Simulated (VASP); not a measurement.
Input of a VASP 6.6.1 run:

The input INCAR:

```
SYSTEM = ZnS
  ALGO = Normal
  EDIFF = 1E-8
  ENCUT = 520
  GGA = PE
  IBRION = 8
  ISIF = 2
  ISMEAR = 0
  LASPH = .True.
  LCHARG = .False.
  LREAL = .False.
  LWAVE = .False.
  NBANDS = 16
  NELM = 60
  NSW = 1
  PREC = Accurate
  SIGMA = 0.02
```

Contents of KPOINTS:

```
k-points
0
Gamma
  10 10 10
  0 0 0
```

Contents of POSCAR:

```
ZnS                                     
1.0
    0.0000000000      2.7052878935      2.7052878935
    2.7052878935      0.0000000000      2.7052878935
    2.7052878935      2.7052878935      0.0000000000
  Zn              S             
     1     1
Direct
     0.2500000000000000    0.2500000000000000    0.2500000000000000
     0.0000000000000000    0.0000000000000000    0.0000000000000000
```

Potentials or basis: VASP PAW PBE potentials, release 64 (Zn, S).

The run is started by

```bash
$ cat potpaw_PBE.64/Zn/POTCAR potpaw_PBE.64/S/POTCAR > POTCAR
$ mpirun -np 1 vasp_std > vasp.out
```

(1) What does it give for the pressure?

(2) Estimate the highest phonon frequency at Γ, LO-TO splitting left out.

## Answers

(1) 1.5 GPa.

(2) 269 cm⁻¹.
